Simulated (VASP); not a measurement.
AuAl2 (fluorite) relaxed at rising pressure, in one space group throughout; other phases were not tried. The pressures are those reached. Calculation: PBEsol GGA, VASP's PBE PAW potentials (set 64) (plane waves; VASP).

```
P (GPa)  V (Å³/atom)  k-mesh
-------  -----------  ------
0.03          17.993   9×9×9
5.00          17.304   9×9×9
9.98          16.736   9×9×9
20.02         15.830   9×9×9
30.01         15.129   9×9×9
```

A change of mesh leaves a small step in the series.

Task: Fit an equation of state and predict the volume at 44.92 GPa.

Result: Least squares on the third-order Birch-Murnaghan form, P = (3B0/2)(y⁷ − y⁵)[1 + (3/4)(B′ − 4)(y² − 1)] with y = (V0/V)^(1/3), gives V0 = 17.997 Å³/atom, B0 = 117 GPa and B′ = 4.5, and so 14.314 Å³/atom. The run gave 14.310 Å³/atom, -0.0 % from the fit.

Pressures at which the relaxation failed are left out.

The compound is AuAl2 in the fluorite structure. The electron count is odd and the run is not spin-polarised, which forces a metal.
